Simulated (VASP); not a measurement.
# MnCuAs: structure and properties in VASP, part 6 of 9

Wanted: the relaxed cell of MnCuAs and its properties. The start is a computed cell from the Materials Project.

VASP 6.6.1, plane waves and PAW; the level of theory is named at each step.

Still holding for the runs below: The magnetic order is the lowest of the few collinear ones that converged above; longer or canted patterns were not tried.

So far. Step 9 (Second relaxation): It ends with a largest force of 0.006 eV/Å and a pressure of 0.01 GPa. The volume moved by only 0.05 %, so the volume is settled. Step 10 (Density, ELF and potential (PBE)): In this run the pressure is 0.06 GPa, small enough to go on. The relaxed cell has a = 3.670, c = 6.412 Å (conventional setting).

## (11) Bands along the symmetry lines (PBE)

Level of this step: PBE, spin-polarised from an antiferromagnetic start; plane waves and PAW (Mn_pv, Cu, As) (VASP).

The mesh alone shows little of the dispersion and can miss band extrema, so KPOINTS_OPT adds a path through the symmetry points after the self-consistent cycle.

Input file INCAR:

```
SYSTEM = MnCuAs
PREC = Accurate
ENCUT = 400
EDIFF = 1E-06
NELM = 100
ISMEAR = 1
SIGMA = 0.2
LREAL = .FALSE.
ALGO = Normal
GGA = PE
NBANDS = 48
ISPIN = 2
MAGMOM = 3.375 -3.375 0 0 0.01 -0.01
LASPH = .TRUE.
LMAXMIX = 4
LORBIT = 11
LWAVE = .FALSE.
LCHARG = .FALSE.
KPAR = 8
```

Input file POSCAR:

```
MnCuAs
1.0
    3.6699914250      0.0000000000      0.0000000000
    0.0000000000      3.6699914250      0.0000000000
    0.0000000000      0.0000000000      6.4115558366
Mn Cu As
2 2 2
Direct
    0.0000000000      0.5000000000      0.1504297854
    0.5000000000      0.0000000000      0.8495702146
    0.0000000000      0.0000000000      0.5000000000
    0.5000000000      0.5000000000      0.5000000000
    0.0000000000      0.5000000000      0.7737907968
    0.5000000000      0.0000000000      0.2262092032
```

Input file KPOINTS:

```
Automatic mesh
0
Gamma
5 5 3
0 0 0
```

Input file KPOINTS_OPT:

```
Line mode
16
Line-mode
Reciprocal
  0.00000000   0.00000000   0.00000000 GAMMA
  0.00000000   0.50000000   0.00000000 X

  0.00000000   0.50000000   0.00000000 X
  0.50000000   0.50000000   0.00000000 M

  0.50000000   0.50000000   0.00000000 M
  0.00000000   0.00000000   0.00000000 GAMMA

  0.00000000   0.00000000   0.00000000 GAMMA
  0.00000000   0.00000000   0.50000000 Z

  0.00000000   0.00000000   0.50000000 Z
  0.00000000   0.50000000   0.50000000 R

  0.00000000   0.50000000   0.50000000 R
  0.50000000   0.50000000   0.50000000 A

  0.50000000   0.50000000   0.50000000 A
  0.00000000   0.00000000   0.50000000 Z

  0.00000000   0.50000000   0.00000000 X
  0.00000000   0.50000000   0.50000000 R

  0.50000000   0.50000000   0.00000000 M
  0.50000000   0.50000000   0.50000000 A
```

The projector-augmented-wave data sets are Mn_pv, Cu and As (PBE family, release 64).

Launch:

```console
$ mpirun -np 8 vasp_std
```

What it wrote:

```text
[... set-up lines as in an earlier step ...]
 entering main loop
       N       E                     dE             d eps       ncg     rms          rms(c)
DAV:   1     0.525978560446E+03    0.52598E+03   -0.23832E+04  2520   0.135E+03
DAV:   2     0.121472594247E+02   -0.51383E+03   -0.48358E+03  2320   0.371E+02
DAV:   3    -0.376324721371E+02   -0.49780E+02   -0.45541E+02  2616   0.126E+02
DAV:   4    -0.392406459952E+02   -0.16082E+01   -0.15988E+01  2840   0.251E+01
DAV:   5    -0.392841350210E+02   -0.43489E-01   -0.43480E-01  2832   0.408E+00    0.185E+01
DAV:   6    -0.375265604644E+02    0.17576E+01   -0.32504E+01  3032   0.965E+01    0.143E+01
DAV:   7    -0.352633132635E+02    0.22632E+01   -0.83773E+00  2824   0.467E+01    0.503E+00
DAV:   8    -0.353102169669E+02   -0.46904E-01   -0.76143E-01  3712   0.153E+01    0.403E+00
DAV:   9    -0.352736551025E+02    0.36562E-01   -0.39318E-01  3496   0.120E+01    0.171E+00
DAV:  10    -0.352523801974E+02    0.21275E-01   -0.59624E-02  3392   0.470E+00    0.606E-01
DAV:  11    -0.352523442057E+02    0.35992E-04   -0.13252E-02  3616   0.222E+00    0.157E-01
DAV:  12    -0.352526155389E+02   -0.27133E-03   -0.15886E-03  2728   0.202E-01    0.783E-02
DAV:  13    -0.352526281905E+02   -0.12652E-04   -0.89131E-05  3336   0.965E-02    0.470E-02
DAV:  14    -0.352526281252E+02    0.65207E-07   -0.21213E-05  3568   0.926E-02    0.155E-02
DAV:  15    -0.352526288055E+02   -0.68024E-06   -0.40919E-06  2632   0.228E-02
   1 F= -.35252629E+02 E0= -.35253982E+02  d E =0.406002E-02  mag=    -0.0000
 Start KPOINTS_OPT (optional k-point list driver)
k-point batch [1-12\144]
       N       E                     dE             ncg
DAV:   1     0.313493476445E+04   -0.27902E+04     2536
DAV:   2    -0.292824968552E+04   -0.60632E+04     2320
DAV:   3    -0.352068977030E+04   -0.59244E+03     2648
DAV:   4    -0.353982515419E+04   -0.19135E+02     2760
DAV:   5    -0.354029514609E+04   -0.46999E+00     2784
DAV:   6    -0.354031684992E+04   -0.21704E-01     3176
DAV:   7    -0.354031752856E+04   -0.67865E-03     2960
DAV:   8    -0.354031753208E+04   -0.35179E-05     2304
DAV:   9    -0.354031753231E+04   -0.23216E-06     1600
[...]
k-point batch [133-144\144]
       N       E                     dE             ncg
DAV:   1     0.297084423069E+04   -0.20666E+05     2512
DAV:   2    -0.304749129487E+04   -0.60183E+04     2328
DAV:   3    -0.363044669854E+04   -0.58296E+03     2624
DAV:   4    -0.364667381161E+04   -0.16227E+02     2816
DAV:   5    -0.364710281613E+04   -0.42900E+00     3040
DAV:   6    -0.364711711352E+04   -0.14297E-01     3208
DAV:   7    -0.364711737108E+04   -0.25756E-03     3128
DAV:   8    -0.364711737320E+04   -0.21204E-05     2224
DAV:   9    -0.364711737341E+04   -0.21048E-06     1688
```

It took 97 s on 8 MPI ranks of Intel Xeon Platinum 8488C (Sapphire Rapids), shared host; peak memory 2.1 GiB; 12 min of CPU time.

OUTCAR, selected parts (step 11):

```text
   k-points           NKPTS =     12   k-points in BZ     NKDIM =     12   number of bands    NBANDS=     48

   NELECT =      58.0000    total number of electrons

 E-fermi :   8.2975

 spin component 1
 k-point     1 :       0.0000    0.0000    0.0000
  band No.  band energies     occupation
    ...
     26       6.0378      1.00000
     27       6.9263      1.00000
     28       7.5948      1.00000
     29       7.8838      1.00637
     30       7.8838      1.00637
     31       8.5265     -0.03437
     32       9.1475     -0.00000
     33       9.8006     -0.00000
     34       9.8006     -0.00000
     35      10.6948     -0.00000
    ...

 k-point     2 :       0.2000    0.0000    0.0000
  band No.  band energies     occupation
    ...
     26       6.2972      1.00000
     27       6.4955      1.00000
     28       7.3444      1.00000
     29       8.1462      0.97812
     30       8.2598      0.65650
     31       8.7343     -0.00422
     32       8.8155     -0.00077
     33       9.8261     -0.00000
     34      10.3134     -0.00000
     35      11.0465     -0.00000
    ...

  Total        0.0327496      0.0327496      0.0731322      0.0000000     -0.0000000      0.0000000
  in kB        0.6076070      0.6076070      1.3568304      0.0000000     -0.0000000      0.0000000
  external PRESSURE =       0.8573482 kB  Pullay stress =       0.0000000 kB

 POSITION                                       TOTAL-FORCE (eV/Angst)
 -----------------------------------------------------------------------------------
      0.00000      1.83500      0.96449         0.000000     -0.000000     -0.001434
      1.83500      0.00000      5.44707         0.000000      0.000000      0.001434
      0.00000      0.00000      3.20578         0.000000      0.000000      0.000000
      1.83500      1.83500      3.20578         0.000000      0.000000      0.000000
      0.00000      1.83500      4.96120         0.000000      0.000000      0.006910
      1.83500      0.00000      1.45035         0.000000      0.000000     -0.006910
 -----------------------------------------------------------------------------------
    total drift:                                0.000000      0.000000      0.000000

  FREE ENERGIE OF THE ION-ELECTRON SYSTEM (eV)
  ---------------------------------------------------
  free  energy   TOTEN  =       -35.2526288055 eV

  energy  without entropy=      -35.2566888282  energy(sigma->0) =      -35.25398215

 magnetization (x)
# of ion       s       p       d       tot
------------------------------------------
    1        0.035   0.039   3.302   3.376
    2       -0.035  -0.039  -3.302  -3.376
    3        0.000   0.000   0.000   0.000
    4        0.000   0.000   0.000   0.000
    5       -0.010   0.024  -0.003   0.010
    6        0.010  -0.024   0.003  -0.010
--------------------------------------------------
tot          0.000   0.000   0.000   0.000

[... 8 parts as in an earlier step ...]

[... 8 further parts left out ...]
```

Spin-orbit coupling is off here; it would split degenerate levels.

This step gave:

- bands: 48
- pressure: 0.08573 GPa

Both spin channels agree. The electronic bands at the labelled points (eV, zero at the Fermi level; # counts the bands kept, so #1 is VASP's band 9):

| point | #18 | #19 | #20 | #21 | #22 | #23 | #24 | #25 |
| --- | --- | --- | --- | --- | --- | --- | --- | --- |
| Γ | -2.26 | -1.37 | -0.70 | -0.41 | -0.41 | 0.23 | 0.85 | 1.50 |
| 0.47 of the way | -2.14 | -1.77 | -0.95 | -0.16 | 0.10 | 0.47 | 0.51 | 1.44 |
| X | -2.11 | -1.78 | -1.35 | -0.39 | 0.51 | 1.00 | 1.14 | 1.67 |
| 0.47 of the way | -2.05 | -1.90 | -1.59 | -0.79 | 0.14 | 0.48 | 0.67 | 1.08 |
| M | -2.21 | -2.08 | -2.08 | -1.43 | 0.17 | 0.31 | 0.59 | 0.59 |
| 0.47 of the way | -2.12 | -1.59 | -1.53 | -1.24 | 0.01 | 0.37 | 0.83 | 1.25 |
| Γ | -2.26 | -1.37 | -0.70 | -0.41 | -0.41 | 0.23 | 0.85 | 1.50 |
| 0.47 of the way | -1.97 | -1.50 | -0.67 | -0.49 | -0.49 | 0.23 | 1.18 | 1.47 |
| Z | -1.73 | -1.66 | -0.63 | -0.58 | -0.58 | 0.23 | 1.42 | 1.42 |
| 0.47 of the way | -1.97 | -1.33 | -1.15 | -0.58 | 0.27 | 0.74 | 1.30 | 1.58 |
| R | -2.18 | -1.40 | -1.09 | 0.38 | 0.60 | 0.71 | 0.99 | 1.81 |
| 0.47 of the way | -2.14 | -2.13 | -0.87 | -0.28 | 0.01 | 0.84 | 1.02 | 1.47 |
| A | -2.06 | -2.06 | -1.88 | -1.57 | 0.77 | 0.77 | 0.86 | 1.17 |
| 0.47 of the way | -2.05 | -1.88 | -1.77 | -0.51 | 0.55 | 0.73 | 1.00 | 1.23 |
| Z | -1.73 | -1.66 | -0.63 | -0.58 | -0.58 | 0.23 | 1.42 | 1.42 |
| jump to X | -2.11 | -1.78 | -1.35 | -0.39 | 0.51 | 1.00 | 1.14 | 1.67 |
| 0.53 of the way | -1.74 | -1.71 | -1.55 | 0.09 | 0.43 | 1.00 | 1.05 | 1.90 |
| R | -2.18 | -1.40 | -1.09 | 0.38 | 0.60 | 0.71 | 0.99 | 1.81 |
| jump to M | -2.21 | -2.08 | -2.08 | -1.43 | 0.17 | 0.31 | 0.59 | 0.59 |
| 0.47 of the way | -2.07 | -2.07 | -2.01 | -1.52 | 0.67 | 0.67 | 0.72 | 0.77 |
| A | -2.06 | -2.06 | -1.88 | -1.57 | 0.77 | 0.77 | 0.86 | 1.17 |

Of the projections kept (Mn, Cu, As), the largest for each band there; the rest of the weight can lie on other orbitals:

| point | #18 | #19 | #20 | #21 | #22 | #23 | #24 | #25 |
| --- | --- | --- | --- | --- | --- | --- | --- | --- |
| Γ | Cu 0.37 | Mn 0.80 | Mn 0.85 | Mn 0.51 | Mn 0.51 | Mn 0.98 | As 0.52 | Mn 0.62 |
| X | Mn 0.63 | Mn 0.61 | Mn 0.66 | Mn 0.73 | Mn 0.95 | Mn 0.97 | Mn 0.85 | As 0.42 |
| M | Mn 0.91 | Cu 0.72 | Cu 0.72 | Mn 0.88 | Mn 0.42 | Mn 0.64 | Mn 0.79 | Mn 0.79 |
| Γ | Cu 0.37 | Mn 0.80 | Mn 0.85 | Mn 0.51 | Mn 0.51 | Mn 0.98 | As 0.52 | Mn 0.62 |
| Z | Mn 0.57 | Mn 0.87 | Mn 0.83 | As 0.41 | As 0.41 | Mn 0.97 | Mn 0.85 | Mn 0.85 |
| R | Mn 0.50 | Mn 0.66 | Mn 0.47 | Mn 0.91 | Mn 0.48 | Mn 0.60 | Mn 0.97 | Mn 0.60 |

There is no gap at this level.

## (12) Total and projected DOS (PBE)

Here the states are counted by energy and projected on the atoms. The mesh is finer than in the run before.

INCAR, as its differences from that of step 11:

```diff
@@ -5,3 +5,3 @@
 NELM = 100
-ISMEAR = 1
+ISMEAR = -5
 SIGMA = 0.2
@@ -19 +19,2 @@
 KPAR = 8
+NEDOS = 2001
```

POSCAR is that of step 11.

Input file KPOINTS:

```
Automatic mesh
0
Gamma
8 8 5
0 0 0
```

Launch:

```console
$ mpirun -np 8 vasp_std
```

What it wrote:

```text
[... set-up lines as in an earlier step ...]
 entering main loop
       N       E                     dE             d eps       ncg     rms          rms(c)
DAV:   1     0.523068306187E+03    0.52307E+03   -0.23870E+04  9432   0.136E+03
DAV:   2     0.115439001238E+02   -0.51152E+03   -0.48138E+03  8688   0.370E+02
DAV:   3    -0.376089027804E+02   -0.49153E+02   -0.44771E+02  9984   0.125E+02
DAV:   4    -0.392112954875E+02   -0.16024E+01   -0.15942E+01 10480   0.251E+01
DAV:   5    -0.392511078476E+02   -0.39812E-01   -0.39812E-01 10568   0.386E+00    0.185E+01
DAV:   6    -0.374814146190E+02    0.17697E+01   -0.32121E+01 11136   0.963E+01    0.144E+01
DAV:   7    -0.352320681829E+02    0.22493E+01   -0.85825E+00 10480   0.464E+01    0.515E+00
DAV:   8    -0.352783899339E+02   -0.46322E-01   -0.81348E-01 13776   0.163E+01    0.417E+00
DAV:   9    -0.352343963481E+02    0.43994E-01   -0.44513E-01 13024   0.124E+01    0.175E+00
DAV:  10    -0.352138577927E+02    0.20539E-01   -0.55009E-02 12824   0.454E+00    0.624E-01
DAV:  11    -0.352139112940E+02   -0.53501E-04   -0.13625E-02 13488   0.220E+00    0.162E-01
DAV:  12    -0.352142285119E+02   -0.31722E-03   -0.15434E-03  9968   0.199E-01    0.805E-02
DAV:  13    -0.352142374284E+02   -0.89165E-05   -0.96701E-05 12288   0.930E-02    0.501E-02
DAV:  14    -0.352142341655E+02    0.32629E-05   -0.23998E-05 13488   0.992E-02    0.163E-02
DAV:  15    -0.352142364524E+02   -0.22870E-05   -0.42777E-06  9816   0.239E-02    0.774E-03
DAV:  16    -0.352142338871E+02    0.25654E-05   -0.99470E-07  5960   0.223E-02    0.220E-03
DAV:  17    -0.352142338205E+02    0.66597E-07   -0.59820E-07  5520   0.618E-03
   1 F= -.35214234E+02 E0= -.35214234E+02  d E =0.000000E+00  mag=    -0.0000
 -----------------------------------------------------------------------------
|                                                                             |
|           W    W    AA    RRRRR   N    N  II  N    N   GGGG   !!!           |
|           W    W   A  A   R    R  NN   N  II  NN   N  G    G  !!!           |
|           W    W  A    A  R    R  N N  N  II  N N  N  G       !!!           |
|           W WW W  AAAAAA  RRRRR   N  N N  II  N  N N  G  GGG   !            |
|           WW  WW  A    A  R   R   N   NN  II  N   NN  G    G                |
|           W    W  A    A  R    R  N    N  II  N    N   GGGG   !!!           |
|                                                                             |
|     Tetrahedron method does not include variations of the Fermi             |
|     occupations, so forces and stress will be inaccurate. We suggest        |
|     using a different smearing scheme ISMEAR = 1 or 2 for metals in         |
|     relaxations.                                                            |
|                                                                             |
 -----------------------------------------------------------------------------
```

The job ended after 54 s (8 MPI ranks; peak memory 2.6 GiB).

From OUTCAR (step 12):

```text
   k-points           NKPTS =     45   k-points in BZ     NKDIM =     45   number of bands    NBANDS=     48

   NELECT =      58.0000    total number of electrons

 E-fermi :   8.1960

 spin component 1
 k-point     1 :       0.0000    0.0000    0.0000
  band No.  band energies     occupation
    ...
     26       6.0392      1.00000
     27       6.9317      1.00000
     28       7.6018      1.00000
     29       7.8847      1.00000
     30       7.8847      1.06989
     31       8.5174      0.00000
     32       9.1508      0.00000
     33       9.8017      0.00000
     34       9.8017      0.00000
     35      10.7034      0.00000
    ...

 k-point     2 :       0.1250    0.0000    0.0000
  band No.  band energies     occupation
    ...
     26       6.3517      1.00000
     27       6.7210      1.00000
     28       7.3513      1.00000
     29       8.0055      1.00000
     30       8.0087      0.88931
     31       8.6076      0.00000
     32       9.0435      0.00000
     33      10.0027      0.00000
     34      10.0160      0.00000
     35      10.7606      0.00000
    ...

  Total        0.1562767      0.1562767      0.0282469      0.0000000      0.0000000      0.0000000
  in kB        2.8994216      2.8994216      0.5240689      0.0000000      0.0000000      0.0000000
  external PRESSURE =       2.1076374 kB  Pullay stress =       0.0000000 kB

 POSITION                                       TOTAL-FORCE (eV/Angst)
 -----------------------------------------------------------------------------------
      0.00000      1.83500      0.96449         0.000000     -0.000000     -0.014091
      1.83500      0.00000      5.44707        -0.000000     -0.000000      0.014091
      0.00000      0.00000      3.20578        -0.000000     -0.000000      0.000000
      1.83500      1.83500      3.20578         0.000000      0.000000      0.000000
      0.00000      1.83500      4.96120        -0.000000     -0.000000     -0.006442
      1.83500      0.00000      1.45035         0.000000      0.000000      0.006442
 -----------------------------------------------------------------------------------
    total drift:                                0.000000      0.000000      0.000000

  FREE ENERGIE OF THE ION-ELECTRON SYSTEM (eV)
  ---------------------------------------------------
  free  energy   TOTEN  =       -35.2142338205 eV

  energy  without entropy=      -35.2142338205  energy(sigma->0) =      -35.21423382

 magnetization (x)
# of ion       s       p       d       tot
------------------------------------------
    1        0.034   0.039   3.313   3.387
    2       -0.034  -0.039  -3.313  -3.387
    3        0.000   0.000   0.000   0.000
    4        0.000   0.000   0.000   0.000
    5       -0.011   0.019  -0.003   0.005
    6        0.011  -0.019   0.003  -0.005
--------------------------------------------------
tot          0.000   0.000  -0.000  -0.000

[... 7 parts as in an earlier step ...]

[... 9 further parts left out ...]
```

With tetrahedra the forces and stress of a metal are not exact derivatives of the energy.

Numbers from this step:

| Item | Value |
| --- | --- |
| electronic steps | 17 |
| irreducible k points | 45 |
| free energy (TOTEN) | -35.21 eV |
| Fermi energy | 8.196 eV |
| pressure | 0.2108 GPa |
| DOS at the Fermi level | 1.109 states/eV/cell |

The density of states has structure finer than the step of the table below, so its rows give means over 0.5 eV, whole bins alone (the curve runs from -12.0 to 3.09 eV). Peaks (eV: height): total -4.69: 14.2, -4.05: 19.8, -3.34: 19.5, -3.12: 20.4; Cu d -4.69: 5.58, -4.05: 14.2, -3.34: 13.3, -3.12: 14.7; Mn d -2.69: 6.26, -2.27: 7.04, 0.81: 5.49, 1.16: 4.80; As p -6.55: 0.886, -4.69: 2.23, -3.91: 0.670, -1.91: 0.729; Cu p -4.69: 0.381, -4.19: 0.207, -3.98: 0.399, -2.69: 0.177.

States under -12.0 eV and over 3.1 eV are left out; both spin channels agree and are summed. Density of states against energy, zero at the Fermi level; means over each step; 7 of 9 lines; values in states/eV/cell:

| energy (eV) | total | Cu d | Mn d | As p | Cu p | Mn p | Cu s |
| --- | --- | --- | --- | --- | --- | --- | --- |
| -11.5 | 1.15 | 0.0266 | 0.0359 | 0.00146 | 0.0261 | 0.0111 | 0.00820 |
| -11.0 | 0 | 0 | 0 | 0 | 0 | 0 | 0 |
| -10.5 | 0 | 0 | 0 | 0 | 0 | 0 | 0 |
| -10.0 | 0 | 0 | 0 | 0 | 0 | 0 | 0 |
| -9.5 | 0 | 0 | 0 | 0 | 0 | 0 | 0 |
| -9.0 | 0 | 0 | 0 | 0 | 0 | 0 | 0 |
| -8.5 | 0 | 0 | 0 | 0 | 0 | 0 | 0 |
| -8.0 | 0 | 0 | 0 | 0 | 0 | 0 | 0 |
| -7.5 | 0.196 | 0.00848 | 0.00606 | 0.0331 | 0.00430 | 0.00346 | 0.0278 |
| -7.0 | 2.56 | 0.152 | 0.129 | 0.433 | 0.0652 | 0.0377 | 0.320 |
| -6.5 | 3.50 | 0.391 | 0.186 | 0.614 | 0.0723 | 0.0693 | 0.388 |
| -6.0 | 1.41 | 0.319 | 0.0817 | 0.235 | 0.0381 | 0.0175 | 0.0683 |
| -5.5 | 3.27 | 0.784 | 0.272 | 0.567 | 0.101 | 0.0758 | 0.145 |
| -5.0 | 6.41 | 2.30 | 0.662 | 1.05 | 0.177 | 0.128 | 0.0801 |
| -4.5 | 6.47 | 3.20 | 0.783 | 0.764 | 0.135 | 0.0695 | 0.0344 |
| -4.0 | 12.7 | 8.77 | 1.06 | 0.465 | 0.255 | 0.106 | 0.0307 |
| -3.5 | 8.32 | 5.60 | 1.43 | 0.180 | 0.0920 | 0.0391 | 0.0189 |
| -3.0 | 14.0 | 9.02 | 3.18 | 0.256 | 0.129 | 0.0557 | 0.0450 |
| -2.5 | 6.21 | 2.21 | 3.02 | 0.176 | 0.0637 | 0.0310 | 0.0115 |
| -2.0 | 7.75 | 2.07 | 4.01 | 0.413 | 0.0938 | 0.0639 | 0.0448 |
| -1.5 | 4.87 | 0.986 | 2.40 | 0.435 | 0.0907 | 0.0588 | 0.0331 |
| -1.0 | 3.18 | 0.499 | 1.55 | 0.288 | 0.0727 | 0.0532 | 0.0351 |
| -0.5 | 2.18 | 0.275 | 1.03 | 0.220 | 0.0562 | 0.0474 | 0.0184 |
| 0.0 | 1.54 | 0.138 | 0.875 | 0.106 | 0.0307 | 0.0217 | 0.0195 |
| 0.5 | 5.48 | 0.352 | 3.56 | 0.220 | 0.0959 | 0.0497 | 0.0997 |
| 1.0 | 6.34 | 0.286 | 4.41 | 0.269 | 0.0861 | 0.0468 | 0.0650 |
| 1.5 | 4.84 | 0.211 | 3.06 | 0.384 | 0.0818 | 0.0660 | 0.0923 |
| 2.0 | 2.81 | 0.143 | 1.41 | 0.271 | 0.0636 | 0.0629 | 0.0976 |
| 2.5 | 1.87 | 0.108 | 0.549 | 0.180 | 0.0718 | 0.0717 | 0.109 |

The finer mesh and the other smearing move the Fermi level by -0.10 eV from the 5×5×3 run, one measure of the sampling error in the zero of the bands above. Of the states within 0.3 eV of the Fermi level, the largest shares in the PAW spheres are Mn d 56 %, Cu d 9 % and As p 7 %. The rest lies in smaller channels or between the spheres.

[end of part 6 of 9]

[Lines on the potential files, build, host, timing and source positions are cut from VASP's logs without a mark.]

[Logs are printed without paths, hosts, clocks, repeated set-up lines and the standing remarks that a program may print on its own settings, such as how far it seeks lower states.]

[Hosts, paths, dates, database ids (printed as entryN), source tags and the programs' standing remarks are cut or masked in the printed files.]

[A measured line is paired with the nearest computed mode of its activity, which favours agreement.]
